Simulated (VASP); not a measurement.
Ga2Ge2O3:

```
CELL_PARAMETERS angstrom
2.60000 1.50111 4.20000
-2.60000 1.50111 4.20000
0.00000 -3.00222 4.20000
ATOMIC_POSITIONS crystal
Ga 0.50000 0.50000 0.50000
Ga 0.00000 0.00000 0.00000
Ge 0.25000 0.25000 0.25000
Ge 0.75000 0.75000 0.75000
O 0.50000 0.50000 0.00000
O 0.00000 0.50000 0.50000
O 0.50000 0.00000 0.50000
```

The cell was built by a generator and needn't be a form met in nature.

```yaml
Program: VASP 6.6.1
Task: relaxation of cell and atoms
Functional: PBE
Potentials_or_basis: VASP PAW PBE potentials, release 64 (Ga_d, Ge_d, O)
Cutoff: 520 eV
k_mesh: 3 × 3 × 3
Occupations: gaussian, width 0.15 eV
Spin: no spin polarisation
```

At the start: pressure 17.3 GPa; volume 14.05 Å³/atom.

Task: How do energy, volume and symmetry change on relaxing?

Result: Over 11 steps the energy falls by 154.5 meV/atom and the volume is 17.44 Å³/atom (+24.2 %); space group R-3m (No. 166, to 0.05 Å).

Step by step:
```
step  energy change (eV)  largest force (eV/Å)  pressure (GPa)  volume (Å³)
   1              0.0000                0.6114           17.35        98.35
   2             -0.6785                2.5890           -5.47       121.59
   3             -0.8045                1.7975            0.41       113.95
   4             -1.0424                0.5498            0.66       117.68
   5             -1.0584                0.0327            0.58       119.22
   6             -1.0589                0.1650            1.00       118.99
   7             -1.0588                0.0589            0.24       119.11
   8             -1.0690                0.0343            0.71       119.87
   9             -1.0811                0.0932            0.00       122.13
  10             -1.0814                0.1415           -0.25       122.10
  11             -1.0817                0.0074           -0.31       122.11
```

Final structure:
```xyz
7
Lattice="2.8305 1.6342 4.4000 -2.8305 1.6342 4.4000 0.0000 -3.2683 4.4000" Properties=species:S:1:pos:R:3 pbc="T T T"
Ga    0.0000    0.0000    6.6001
Ga    0.0000    0.0000    0.0000
Ge    0.0000    0.0000    3.4204
Ge    0.0000    0.0000    9.7797
O     0.0000    1.6342    4.4000
O    -1.4152   -0.8171    4.4000
O     1.4152   -0.8171    4.4000
```

Caveat: the k mesh is coarse (spacing up to 0.49 Å⁻¹), so the values aren't converged; the volume moved by over 15 % at a fixed basis, so the end points are rough.
